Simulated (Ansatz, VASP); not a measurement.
# Cross-check of GaP between VASP and Ansatz

One calculation is typed for both programs; each brings its own data sets. How far apart do they land? The cell is taken from a series of runs on this material, whose earlier steps may have relaxed, scaled, displaced or heated it; both programs get it as it stands.

Calculated with Ansatz 0.2.0; plane waves, with VASP 6.6.1 beside it; zone-centre phonons at PBE.

## Step 1: The starting structure

Symmetry: F-43m, No. 216, cubic system. The conventional cell has a = 5.316 Å, b = 5.316 Å, c = 5.316 Å, α = 90.00°, β = 90.00°, γ = 90.00°. P has 4 Ga at 2.30 Å nearest. Nearest to Ga lie 4 P at 2.30 Å. Farther neighbours are not listed.

As a file:

```cif
data_structure
_symmetry_space_group_name_H-M 'F-43m'
_symmetry_Int_Tables_number 216
_cell_length_a 5.3165
_cell_length_b 5.3165
_cell_length_c 5.3165
_cell_angle_alpha 90.000
_cell_angle_beta 90.000
_cell_angle_gamma 90.000
_cell_volume 150.27
loop_
_atom_site_label
_atom_site_type_symbol
_atom_site_symmetry_multiplicity
_atom_site_Wyckoff_symbol
_atom_site_fract_x
_atom_site_fract_y
_atom_site_fract_z
_atom_site_occupancy
P1 P 4 c 0.25000 0.25000 0.25000 1
Ga1 Ga 4 a 0.00000 0.00000 0.00000 1
```

## Step 2: VASP: zone-centre phonons, PBE, pair 1

Second derivatives magnify differences that forces hide, and they need a tight electronic threshold.

Lines of VASP's logs that name or quote its potential files are left out, and so is its time.

INCAR reads:

```
SYSTEM = GaP
PREC = Accurate
ENCUT = 500
EDIFF = 1E-08
NELM = 120
ISMEAR = 0
SIGMA = 0.01
LREAL = .FALSE.
ALGO = Normal
GGA = PE
NBANDS = 15
LORBIT = 11
LWAVE = .FALSE.
LCHARG = .FALSE.
ISIF = 2
IBRION = 8
LEPSILON = .TRUE.
LASPH = .TRUE.
GGA_COMPAT = .FALSE.
EFERMI = MIDGAP
KPAR = 2
```

POSCAR reads:

```
GaP
1.0
    0.0000000000      2.6582432382      2.6582432382
    2.6582432382      0.0000000000      2.6582432382
    2.6582432382      2.6582432382      0.0000000000
P Ga
1 1
Direct
    0.7500000000      0.7500000000      0.7500000000
    0.0000000000      0.0000000000      0.0000000000
```

KPOINTS reads:

```
Automatic mesh
0
Gamma
12 12 12
0 0 0
```

Potentials, in the order of the species: P and Ga_d (PBE family, release 64).

Launch:

```bash
mpirun -np 2 vasp_std
```

Numbers of over 12 decimals in the logs are rounded to 6 here.

Log:

```text
[banner, memory and clock lines left out]
running    2 mpi-ranks, on    1 nodes
 distrk:  each k-point on    1 cores,    2 groups
 distr:  one band on    1 cores,    1 groups

 POSCAR found type information on POSCAR P Ga
 POSCAR found :  2 types and       2 ions
 LDA part: xc-table for (Slater+PW92), standard interpolation
 POSCAR, INCAR and KPOINTS ok, starting setup
 FFT: planning ... GRIDC
 FFT: planning ... GRID_SOFT
 FFT: planning ... GRID
 WAVECAR not read
 entering main loop
       N       E                     dE             d eps       ncg     rms          rms(c)
DAV:   1     0.812488998015E+02    0.81249E+02   -0.89979E+03  2208   0.172E+03
DAV:   2    -0.287586188571E+01   -0.84125E+02   -0.79902E+02  2391   0.320E+02
DAV:   3    -0.918825797345E+01   -0.63124E+01   -0.62865E+01  2699   0.695E+01
DAV:   4    -0.929833590505E+01   -0.11008E+00   -0.11001E+00  2617   0.963E+00
DAV:   5    -0.930036219577E+01   -0.20263E-02   -0.20262E-02  2797   0.118E+00    0.463E+00
DAV:   6    -0.904057708663E+01    0.25979E+00   -0.40460E-01  3322   0.122E+01    0.310E+00
DAV:   7    -0.900714279565E+01    0.33434E-01   -0.11653E-01  2790   0.253E+00    0.120E+00
DAV:   8    -0.900734111968E+01   -0.19832E-03   -0.15024E-02  2722   0.161E+00    0.250E-01
DAV:   9    -0.900771713529E+01   -0.37602E-03   -0.14692E-03  2779   0.540E-01    0.791E-02
DAV:  10    -0.900776633966E+01   -0.49204E-04   -0.11236E-04  3463   0.134E-01    0.325E-02
DAV:  11    -0.900782824112E+01   -0.61901E-04   -0.82883E-05  2503   0.776E-02    0.478E-03
DAV:  12    -0.900782808770E+01    0.15342E-06   -0.24988E-06  2868   0.223E-02    0.347E-03
DAV:  13    -0.900782840270E+01   -0.31500E-06   -0.82859E-07  2671   0.766E-03    0.211E-03
DAV:  14    -0.900782836865E+01    0.34056E-07   -0.34720E-08  2783   0.211E-03    0.141E-03
DAV:  15    -0.900782836723E+01    0.14206E-08   -0.45922E-09  1920   0.488E-04
   1 F= -.90078284E+01 E0= -.90078284E+01  d E =0.000000E+00
 Linear response reoptimize wavefunctions to high precision
DAV:   1    -0.900782836616E+01    0.10682E-08   -0.65676E-10  1878   0.229E-04
DAV:   2    -0.900782836619E+01   -0.26830E-10   -0.10929E-10  1479   0.858E-05
 Linear response G [H, r] |phi>, progress :
  Direction:   1
       N       E                     dE             d eps       ncg     rms
RMM:   1    -0.414926923735E+02   -0.41493E+02    0.14734E+02  2487   0.243E+02
RMM:   2    -0.494529942248E+02   -0.79603E+01   -0.19126E+01  4505   0.363E+01
RMM:   3    -0.504473669617E+02   -0.99437E+00   -0.13825E+00  4473   0.892E+00
RMM:   4    -0.505645781054E+02   -0.11721E+00   -0.50877E-01  4677   0.236E+00
RMM:   5    -0.505213551048E+02    0.43223E-01    0.53027E-02  4701   0.593E-01
RMM:   6    -0.505256135047E+02   -0.42584E-02    0.18914E-02  4736   0.197E-01
RMM:   7    -0.505270531574E+02   -0.14397E-02    0.53234E-03  4793   0.687E-02
RMM:   8    -0.505275886223E+02   -0.53546E-03    0.10688E-04  4831   0.283E-02
RMM:   9    -0.505275806012E+02    0.80210E-05    0.21306E-04  4787   0.122E-02
RMM:  10    -0.505276024253E+02   -0.21824E-04   -0.19056E-07  4700   0.615E-03
RMM:  11    -0.505275976940E+02    0.47313E-05    0.48110E-05  4251   0.352E-03
RMM:  12    -0.505276022199E+02   -0.45260E-05    0.32913E-06  3670   0.232E-03
RMM:  13    -0.505276075347E+02   -0.53148E-05   -0.49659E-05  3091   0.190E-03
RMM:  14    -0.505275900456E+02    0.17489E-04    0.12507E-04  2681   0.161E-03
RMM:  15    -0.505276124897E+02   -0.22444E-04   -0.99251E-05  2491   0.157E-03
RMM:  16    -0.505275954839E+02    0.17006E-04    0.70706E-05  2377   0.148E-03
RMM:  17    -0.505275916905E+02    0.37934E-05    0.10879E-04  2287   0.150E-03
 Linear response G [H, r] |phi>, progress :
  Direction:   2
       N       E                     dE             d eps       ncg     rms
RMM:   1    -0.404105871567E+02   -0.40411E+02    0.12470E+02  2515   0.243E+02
RMM:   2    -0.510072147449E+02   -0.10597E+02   -0.13689E+01  4494   0.355E+01
RMM:   3    -0.524819229597E+02   -0.14747E+01   -0.12798E+00  4415   0.880E+00
RMM:   4    -0.526002108829E+02   -0.11829E+00   -0.50067E-01  4651   0.234E+00
RMM:   5    -0.525578122893E+02    0.42399E-01    0.50641E-02  4653   0.571E-01
RMM:   6    -0.525618069351E+02   -0.39946E-02    0.19162E-02  4720   0.191E-01
RMM:   7    -0.525632764036E+02   -0.14695E-02    0.52539E-03  4759   0.692E-02
RMM:   8    -0.525638070817E+02   -0.53068E-03    0.93776E-05  4815   0.296E-02
RMM:   9    -0.525638061067E+02    0.97498E-06    0.13544E-04  4786   0.127E-02
RMM:  10    -0.525638220527E+02   -0.15946E-04   -0.16589E-05  4729   0.628E-03
RMM:  11    -0.525638224468E+02   -0.39412E-06   -0.18759E-05  4227   0.308E-03
RMM:  12    -0.525638222005E+02    0.24629E-06   -0.16038E-05  3706   0.199E-03
RMM:  13    -0.525638250930E+02   -0.28925E-05   -0.44857E-05  3031   0.137E-03
RMM:  14    -0.525638220746E+02    0.30184E-05   -0.14711E-05  2602   0.122E-03
[...]
RMM:   4    -0.127156592835E+01   -0.26138E-03   -0.65091E-04  4598   0.127E-01
RMM:   5    -0.127157381163E+01   -0.78833E-05   -0.44660E-05  4643   0.374E-02
RMM:   6    -0.127157371808E+01    0.93551E-07   -0.29047E-06  4618   0.117E-02
RMM:   7    -0.127157409782E+01   -0.37975E-06   -0.13194E-06  4631   0.403E-03
RMM:   8    -0.127157400184E+01    0.95980E-07    0.24004E-07  4548   0.145E-03
[...]
Linear response to external field, progress :
  Direction:   2
       N       E                     dE             d eps       ncg     rms          rms(c)
RMM:   1    -0.102347076075E+00   -0.10235E+00    0.49433E+00  9148   0.850E+00
RMM:   2    -0.987597982596E+00   -0.88525E+00   -0.64678E-02 16715   0.172E+00    0.137E+00
RMM:   3    -0.955417678187E+00    0.32180E-01   -0.28170E-02 17069   0.961E-01    0.807E-01
RMM:   4    -0.987139862132E+00   -0.31722E-01   -0.24614E-02 17130   0.893E-01    0.185E-01
RMM:   5    -0.100052276774E+01   -0.13383E-01   -0.14560E-03 17373   0.269E-01    0.363E-02
RMM:   6    -0.100558145262E+01   -0.50587E-02   -0.18227E-04 17701   0.950E-02    0.284E-02
RMM:   7    -0.100584948689E+01   -0.26803E-03   -0.26762E-05 16835   0.347E-02    0.218E-03
RMM:   8    -0.100614474366E+01   -0.29526E-03   -0.74504E-06 18253   0.119E-02    0.185E-03
RMM:   9    -0.100611477716E+01    0.29966E-04    0.38080E-07 17683   0.426E-03    0.768E-04
RMM:  10    -0.100610937895E+01    0.53982E-05   -0.28793E-07 17544   0.169E-03    0.188E-04
RMM:  11    -0.100610399425E+01    0.53847E-05    0.24199E-07 17798   0.702E-04    0.757E-05
RMM:  12    -0.100610296307E+01    0.10312E-05   -0.52188E-08 14730   0.278E-04    0.343E-05
RMM:  13    -0.100610271626E+01    0.24681E-06   -0.23762E-08  8209   0.121E-04    0.368E-06
 change of polarisation eV/A/(eV/A) component  2 :     0.436     1.868     0.313
 dielectric tensor                  component  2 :     2.099     9.996     1.510
 Linear response to external field, progress :
  Direction:   3
       N       E                     dE             d eps       ncg     rms          rms(c)
RMM:   1    -0.102193907545E+00   -0.10219E+00    0.49448E+00  9148   0.850E+00
RMM:   2    -0.987596762002E+00   -0.88540E+00   -0.64736E-02 16714   0.172E+00    0.137E+00
RMM:   3    -0.955414216293E+00    0.32183E-01   -0.28151E-02 17068   0.961E-01    0.807E-01
RMM:   4    -0.987138420896E+00   -0.31724E-01   -0.24627E-02 17132   0.893E-01    0.186E-01
RMM:   5    -0.100052683140E+01   -0.13388E-01   -0.14468E-03 17359   0.269E-01    0.363E-02
RMM:   6    -0.100558125792E+01   -0.50544E-02   -0.18120E-04 17705   0.951E-02    0.284E-02
RMM:   7    -0.100584898880E+01   -0.26773E-03   -0.24767E-05 16843   0.347E-02    0.218E-03
RMM:   8    -0.100614509170E+01   -0.29610E-03   -0.80728E-06 18243   0.119E-02    0.186E-03
RMM:   9    -0.100611492887E+01    0.30163E-04    0.50505E-07 17672   0.426E-03    0.771E-04
RMM:  10    -0.100610945850E+01    0.54704E-05   -0.24048E-07 17539   0.169E-03    0.189E-04
RMM:  11    -0.100610404392E+01    0.54146E-05    0.35458E-07 17800   0.701E-04    0.762E-05
RMM:  12    -0.100610299870E+01    0.10452E-05    0.13254E-07 14720   0.276E-04    0.340E-05
RMM:  13    -0.100610277216E+01    0.22654E-06    0.54878E-08  8201   0.120E-04    0.403E-06
 change of polarisation eV/A/(eV/A) component  3 :     0.367     0.455     1.868
 dielectric tensor                  component  3 :     1.767     2.193     9.996
 Linear response DOF=           2
 Linear response progress:
  Degree of freedom:   1/  2
       N       E                     dE             d eps       ncg     rms          rms(c)
RMM:   1    -0.502575008114E-01   -0.50258E-01    0.14579E-02 19279   0.191E+00
RMM:   2    -0.474292105279E-01    0.28283E-02   -0.61406E-03 15263   0.562E-01    0.126E-01
RMM:   3    -0.476118264965E-01   -0.18262E-03   -0.53117E-04 16706   0.179E-01    0.626E-02
RMM:   4    -0.480445066517E-01   -0.43268E-03   -0.94145E-05 16457   0.668E-02    0.127E-02
RMM:   5    -0.480839227501E-01   -0.39416E-04   -0.13375E-05 17628   0.231E-02    0.719E-03
RMM:   6    -0.480674391927E-01    0.16484E-04   -0.18452E-06 16725   0.792E-03    0.441E-03
RMM:   7    -0.480650586192E-01    0.23806E-05   -0.29869E-08 17174   0.316E-03    0.107E-04
RMM:   8    -0.480636206295E-01    0.14380E-05   -0.25425E-07 17032   0.107E-03    0.107E-04
RMM:   9    -0.480633693992E-01    0.25123E-06   -0.19645E-07 17286   0.385E-04    0.204E-05
RMM:  10    -0.480633715773E-01   -0.21781E-08   -0.19985E-07 16861   0.128E-04    0.407E-06
RMM:  11    -0.480633817905E-01   -0.10213E-07   -0.16437E-07 17490   0.466E-05    0.222E-06
RMM:  12    -0.480633794426E-01    0.23479E-08   -0.18062E-07 16475   0.179E-05    0.132E-06
RMM:  13    -0.480633825276E-01   -0.30850E-08   -0.20028E-07 14069   0.867E-06    0.428E-07
RMM:  14    -0.480633725524E-01    0.99752E-08   -0.10270E-07  9600   0.526E-06    0.793E-08
 first order change of Fermi-energy  -0.10980E+01
 force on displaced ion       1 direction 1 : -11.968  -0.000  -0.000
 Born effective charge ion    1 direction 1 :  -2.055   0.000   0.000
 Linear response progress:
  Degree of freedom:   2/  2
       N       E                     dE             d eps       ncg     rms          rms(c)
RMM:   1    -0.164531748158E+00   -0.16453E+00    0.10530E-01 10633   0.834E+00
RMM:   2    -0.162937234881E+00    0.15945E-02   -0.27399E-02 16224   0.143E+00    0.586E-02
RMM:   3    -0.163270491071E+00   -0.33326E-03   -0.37691E-03 17085   0.406E-01    0.458E-02
RMM:   4    -0.163115216798E+00    0.15527E-03   -0.42165E-04 17648   0.122E-01    0.909E-03
RMM:   5    -0.163105043312E+00    0.10173E-04   -0.69784E-05 17921   0.379E-02    0.291E-03
RMM:   6    -0.163105862533E+00   -0.81922E-06   -0.27969E-05 17699   0.142E-02    0.768E-04
RMM:   7    -0.163106033397E+00   -0.17086E-06   -0.13341E-05 17789   0.554E-03    0.147E-04
RMM:   8    -0.163105060527E+00    0.97287E-06   -0.63777E-06 17719   0.229E-03    0.738E-05
RMM:   9    -0.163104553495E+00    0.50703E-06   -0.25365E-06 17949   0.955E-04    0.446E-05
RMM:  10    -0.163104266534E+00    0.28696E-06   -0.13720E-06 17595   0.428E-04    0.730E-06
RMM:  11    -0.163104168448E+00    0.98086E-07   -0.37825E-07 18147   0.193E-04    0.474E-06
RMM:  12    -0.163104178579E+00   -0.10131E-07   -0.60988E-07 17959   0.898E-05    0.135E-06
RMM:  13    -0.163104134705E+00    0.43874E-07   -0.21927E-07 17888   0.440E-05    0.914E-07
RMM:  14    -0.163104146524E+00   -0.11818E-07   -0.40149E-07 17196   0.225E-05    0.410E-07
RMM:  15    -0.163104128017E+00    0.18507E-07   -0.23726E-07 14733   0.127E-05    0.155E-07
RMM:  16    -0.163104129430E+00   -0.14132E-08   -0.26702E-07 11328   0.841E-06    0.703E-08
 first order change of Fermi-energy   0.10983E+01
 force on displaced ion       2 direction 1 : -11.933   0.000   0.000
 Born effective charge ion    2 direction 1 :   2.047   0.000   0.000
 Born effective charges drift removed
 Linear response finished
```

Parts of OUTCAR (step 2):

```text
ion  position               nearest neighbor table
   1  0.750  0.750  0.750-   2 2.30   2 2.30   2 2.30   2 2.30
   2  0.000  0.000  0.000-   1 2.30   1 2.30   1 2.30   1 2.30

  LATTYP: Found a face centered cubic cell.
 ALAT       =     5.3164864764

 Subroutine GETGRP returns: Found 24 space group operations
 (whereof 24 operations were pure point group operations)

The static configuration has the point symmetry T_d .

 Found     72 irreducible k-points:

   k-points           NKPTS =     72   k-points in BZ     NKDIM =     72   number of bands    NBANDS=     15

   dimension x,y,z NGX =    28 NGY =   28 NGZ =   28
   dimension x,y,z NGXF=    56 NGYF=   56 NGZF=   56

   ENCUT  =  500.0 eV  36.75 Ry    6.06 a.u.   6.85  6.85  6.85*2*pi/ulx,y,z

   NELECT =      18.0000    total number of electrons

 k-points in reciprocal lattice and weights: Automatic mesh
   0.00000000  0.00000000  0.00000000       0.001
   0.08333333  0.00000000  0.00000000       0.005
   0.16666667  0.00000000  0.00000000       0.005
   0.25000000  0.00000000  0.00000000       0.005
   0.33333333  0.00000000  0.00000000       0.005
   0.41666667  0.00000000  0.00000000       0.005
   0.50000000  0.00000000  0.00000000       0.002
   0.08333333  0.08333333  0.00000000       0.003
   0.16666667  0.08333333  0.00000000       0.014
[...]
-0.33333333  0.50000000  0.16666667       0.007
  -0.25000000  0.50000000  0.25000000       0.003

 average (electrostatic) potential at core
       1 -82.6775       2 -64.6929

  Total        2.3734084      2.3734084      2.3734084      0.0000000      0.0000000      0.0000000
  in kB      101.2205995    101.2205995    101.2205995      0.0000000      0.0000000      0.0000000
  external PRESSURE =     101.2205995 kB  Pullay stress =       0.0000000 kB

  energy-cutoff  :      500.00
  volume of cell :       37.57
      direct lattice vectors                 reciprocal lattice vectors
     0.000000000  2.658243238  2.658243238    -0.188094149  0.188094149  0.188094149
     2.658243238  0.000000000  2.658243238     0.188094149 -0.188094149  0.188094149
     2.658243238  2.658243238  0.000000000     0.188094149  0.188094149 -0.188094149

 POSITION                                       TOTAL-FORCE (eV/Angst)
 -----------------------------------------------------------------------------------
      3.98736      3.98736      3.98736         0.000000     -0.000000      0.000000
      0.00000      0.00000      0.00000        -0.000000      0.000000     -0.000000
 -----------------------------------------------------------------------------------
    total drift:                               -0.000001     -0.000001     -0.000001

 MACROSCOPIC STATIC DIELECTRIC TENSOR (including local field effects in DFT)
 ------------------------------------------------------
           9.996381    -0.000000     0.000000
           0.000000     9.996381     0.000000
           0.000000    -0.000000     9.996381
 ------------------------------------------------------

 PIEZOELECTRIC TENSOR (including local field effects)  for field in x, y, z        (C/m^2)
          XX          YY          ZZ          XY          YZ          ZX
  --------------------------------------------------------------------------------
  x     0.00000    -0.00000    -0.00000     0.00000     0.76244     0.00000
  y    -0.00000     0.00000    -0.00000     0.00000     0.00000     0.76244
  z     0.00000    -0.00000     0.00000     0.76244     0.00000     0.00000

 BORN EFFECTIVE CHARGES (including local field effects) (in |e|, cummulative output)
 ---------------------------------------------------------------------------------
 ion    1
    1    -2.05263    -0.00000    -0.00000
    2     0.00000    -2.05263     0.00000
    3     0.00000     0.00000    -2.05263
 ion    2
    1     2.05263     0.00000     0.00000
    2     0.00000     2.05263     0.00000
    3     0.00000     0.00000     2.05263

 Eigenvectors and eigenvalues of the dynamical matrix
 ----------------------------------------------------

   1 f  =   11.673107 THz    73.344292 2PiTHz  389.372923 cm-1    48.276068 meV
             X         Y         Z           dx          dy          dz
      3.987365  3.987365  3.987365    -0.832475    0.000000    0.000000
      0.000000  0.000000  0.000000     0.554063    0.000000    0.000000

   2 f  =   11.673107 THz    73.344292 2PiTHz  389.372923 cm-1    48.276068 meV
             X         Y         Z           dx          dy          dz
      3.987365  3.987365  3.987365     0.000000   -0.832475    0.000000
      0.000000  0.000000  0.000000     0.000000    0.554063    0.000000

   3 f  =   11.673107 THz    73.344292 2PiTHz  389.372923 cm-1    48.276068 meV
             X         Y         Z           dx          dy          dz
      3.987365  3.987365  3.987365     0.000000    0.000000    0.832475
      0.000000  0.000000  0.000000     0.000000    0.000000   -0.554063

   4 f/i=    0.007718 THz     0.048496 2PiTHz    0.257457 cm-1     0.031921 meV
             X         Y         Z           dx          dy          dz
      3.987365  3.987365  3.987365     0.000000    0.554063    0.000000
      0.000000  0.000000  0.000000     0.000000    0.832475    0.000000

   5 f/i=    0.007718 THz     0.048496 2PiTHz    0.257457 cm-1     0.031921 meV
             X         Y         Z           dx          dy          dz
      3.987365  3.987365  3.987365    -0.554063    0.000000    0.000000
      0.000000  0.000000  0.000000    -0.832475    0.000000    0.000000

   6 f/i=    0.007718 THz     0.048496 2PiTHz    0.257457 cm-1     0.031921 meV
             X         Y         Z           dx          dy          dz
      3.987365  3.987365  3.987365     0.000000    0.000000   -0.554063
      0.000000  0.000000  0.000000     0.000000    0.000000   -0.832475

 MACROSCOPIC STATIC DIELECTRIC TENSOR IONIC CONTRIBUTION
 ------------------------------------------------------
           1.698174     0.000000     0.000000
           0.000000     1.698174     0.000000
           0.000000     0.000000     1.698174
 ------------------------------------------------------

 ELASTIC MODULI CONTR FROM IONIC RELAXATION (kBar)
 Direction    XX          YY          ZZ          XY          YZ          ZX
 --------------------------------------------------------------------------------
 XX          -0.0000      0.0000      0.0000      0.0000     -0.0000      0.0000
 YY           0.0000     -0.0000     -0.0000      0.0000      0.0000     -0.0000
 ZZ           0.0000     -0.0000     -0.0000     -0.0000      0.0000      0.0000
 XY           0.0000      0.0000     -0.0000   -404.5141      0.0000      0.0000
 YZ          -0.0000      0.0000      0.0000      0.0000   -404.5141      0.0000
 ZX           0.0000     -0.0000      0.0000      0.0000      0.0000   -404.5141
 --------------------------------------------------------------------------------

 PIEZOELECTRIC TENSOR IONIC CONTR  for field in x, y, z        (C/m^2)
          XX          YY          ZZ          XY          YZ          ZX
  --------------------------------------------------------------------------------
  x    -0.00000     0.00000     0.00000    -0.00000    -0.77988    -0.00000
  y     0.00000    -0.00000     0.00000     0.00000     0.00000    -0.77988
  z     0.00000     0.00000    -0.00000    -0.77988     0.00000     0.00000
```

The dielectric response converges more slowly with the mesh than energies do, so tensor and charges may still move on a finer one.

(Part 1 of 2 ends here.)

[Lines on the potential files, build, host, timing and source positions are cut from VASP's logs without a mark.]

[Logs are printed without paths, hosts, clocks, repeated set-up lines and the standing remarks that a program may print on its own settings, such as how far it seeks lower states.]

[Hosts, paths, dates, database ids (printed as entryN), source tags and the programs' standing remarks are cut or masked in the printed files.]
